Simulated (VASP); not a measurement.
OSZICAR of a VASP run on AlN (relaxed from the wurtzite structure, space group P6_3mc):

**OSZICAR**
```
       N       E                     dE             d eps       ncg     rms          rms(c)
DAV:   1     0.522410565934E+02    0.52241E+02   -0.76457E+03   576   0.119E+03
DAV:   2    -0.317755727971E+02   -0.84017E+02   -0.75583E+02   868   0.226E+02
DAV:   3    -0.357291384883E+02   -0.39536E+01   -0.39332E+01   744   0.536E+01
DAV:   4    -0.357610783347E+02   -0.31940E-01   -0.31933E-01   660   0.556E+00
DAV:   5    -0.357615314056E+02   -0.45307E-03   -0.45306E-03   736   0.677E-01    0.117E+01
DAV:   6    -0.313758603646E+02    0.43857E+01   -0.15410E+01   692   0.298E+01    0.427E+00
DAV:   7    -0.313474771228E+02    0.28383E-01   -0.55950E-01   632   0.596E+00    0.284E+00
DAV:   8    -0.313159954064E+02    0.31482E-01   -0.74689E-02   644   0.283E+00    0.444E-01
DAV:   9    -0.313118360530E+02    0.41594E-02   -0.16432E-02   728   0.956E-01    0.236E-01
DAV:  10    -0.313121243298E+02   -0.28828E-03   -0.11437E-03   660   0.265E-01    0.140E-01
DAV:  11    -0.313120698512E+02    0.54479E-04   -0.13404E-04   680   0.938E-02    0.291E-02
DAV:  12    -0.313120694198E+02    0.43139E-06   -0.25658E-06   600   0.175E-02
   1 F= -.31312069E+02 E0= -.31312069E+02  d E =-.313121E+02
```

Q: Which electronic solver shows in the log?

A: It is blocked Davidson (ALGO = Normal, or the opening steps of other solvers). The INCAR had ALGO = Normal.

Q: Can the final energy be trusted as converged?

A: Self-consistency was reached. It stopped with EDIFF = 1E-6, NELM = 100, NSW = 60 and EDIFFG = -0.02 after 1 ionic step (PBEsol GGA, plane waves, VASP's PBE PAW potentials (set 64)).

The structure was generated: AlN was put into the wurtzite type (P6_3mc), which need not be its known phase. It was relaxed first. The start is the result of an earlier pass.
